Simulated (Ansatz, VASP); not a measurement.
# KNi: VASP beside Ansatz

```
CELL_PARAMETERS angstrom
3.66048 3.66048 0.00000
-3.66048 3.66048 0.00000
0.00000 0.00000 3.47889
ATOMIC_POSITIONS crystal
K 0.00000 0.00000 0.00000
K 0.50000 0.50000 0.00000
Ni 0.50000 0.00000 0.50000
Ni 0.00000 0.50000 0.50000
```

The cell was built by a generator and needn't be a form met in nature.

Alike in both runs: task single point; functional PBEsol; k mesh 4 × 4 × 6; occupations fermi-dirac, width 0.05 eV; collinear spin, random start; Hubbard terms Ni d U = 5 eV.

|  | VASP | Ansatz |
| --- | --- | --- |
| version | VASP 6.6.1 | Ansatz 0.2.0 |
| potentials or method | VASP PAW PBE potentials, release 64 (K_sv, Ni) | Ansatz PAW |
| plane-wave cutoff (eV) | 520 | 420 |
| valence electrons in the cell | 38 | 54 |

```tsv
	VASP	Ansatz	Ansatz less VASP
gap on the k mesh at the Fermi level (eV)	none	none	-
pressure (GPa)	5.7	5.9	+0.23
largest component of the traceless stress (GPa)	0.91	0.99	+0.085
net moment per atom (μB)	0.00	0.00	0.000
size of the moment on the site where the two differ most (μB)	0.99	1.00	+0.013
```

Site moments also hang on the region over which each program counts them. The programs project onto different local orbitals, so the same U acts differently. A gap of «none» marks a metal or a gap that the smearing closes. The two sets of potentials don't hold the same shells in valence.

Caveats: the U is typed as a test and isn't derived for this compound; the PAW data sets were made with another functional, which shifts forces and pressure a little (VASP); the magnetic or orbital state may not be the lowest (Ansatz); the PAW data sets come from PBE, with cores solved anew for the run's functional, which leaves a small shift of forces and pressure (Ansatz). The state reached can hang on the start; a lower one may exist.
